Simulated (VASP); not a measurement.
# Ge₃Pd: restarted molecular dynamics, 2 variants

Ge₃Pd, Pm-3m (no. 221), 8 atoms in the cell. PBE, molecular dynamics; PAW potentials Pd, Ge (PBE set).

| Restart from | Temperature at the end (K) | The same without a restart (K) | Potential energy at the end (eV/atom) | The same without a restart (eV/atom) | Electronic steps in the first step after the restart | Time (s) |
|---|---|---|---|---|---|---|
| CONTCAR with velocities, WAVECAR read | 820.0 | 820.0 | -4.52915 | -4.52915 | 4 | 196 |
| CONTCAR with velocities, no WAVECAR | 820.0 | 820.0 | -4.52917 | -4.52915 | 15 | 202 |

Limits: 180 fs of 8 atoms are too short for converged averages; the cell is only 4.1 Å across, so each atom moves in step with near copies of itself.

## Input of the first row

INCAR.step1:
```
GGA      = PE             # functional
PREC     = Normal         # precision mode
ENCUT    = 250            # plane-wave cutoff, eV
EDIFF    = 1E-6           # SCF threshold, eV
NELMIN   = 4            
NELM     = 60             # most SCF steps
ALGO     = Fast           # electronic algorithm
LREAL    = Auto         
LASPH    = T              # aspherical terms in the spheres
ISMEAR   = -1             # smearing method
SIGMA    = 0.069          # smearing width, eV
ISYM     = 0            
LWAVE    = T              # write WAVECAR
LCHARG   = F              # write CHGCAR
IBRION   = 0              # ionic algorithm
NSW      = 30             # ionic steps
POTIM    = 3.0            # step
TEBEG    = 1600         
ISIF     = 2              # what is computed and relaxed
RANDOM_SEED= 475648 0 0   
MDALGO   = 2            
SMASS    = -3           
KPAR     = 2             
```

INCAR.step2, as INCAR.step1 but for:
```
- LWAVE = T
+ LWAVE = F
```

KPOINTS:
```
k-points
0
Gamma
  3 3 2
```

POSCAR.step1:
```
Ge3Pd
1.0
    4.1420230000      0.0000000000      0.0000000000
    0.0000000000      4.1420230000      0.0000000000
    0.0000000000      0.0000000000      8.2840460000
Pd Ge
2 6
Direct
    0.0000000000      0.0000000000      0.0000000000
    0.0000000000      0.0000000000      0.5000000000
    0.5000000000      0.5000000000      0.0000000000
    0.5000000000      0.5000000000      0.5000000000
    0.5000000000      0.0000000000      0.2500000000
    0.5000000000      0.0000000000      0.7500000000
    0.0000000000      0.5000000000      0.2500000000
    0.0000000000      0.5000000000      0.7500000000
```

Commands (each step's output is kept before the next begins):
```
cat potpaw_PBE.64/Pd/POTCAR potpaw_PBE.64/Ge/POTCAR > POTCAR
cp INCAR.step1 INCAR
cp POSCAR.step1 POSCAR
mpirun -np 2 vasp_std > vasp.out
cp CONTCAR POSCAR
cp INCAR.step2 INCAR
mpirun -np 2 vasp_std > vasp.out
```

Changes of the last row against the first:
```
(step 1)
- LWAVE = True
+ LWAVE = False
```

VASP 6.6.1 took 196 s on 2 cores (Intel Xeon Platinum 8124M @ 3.00GHz (Skylake/Cascade Lake)), a shared host.
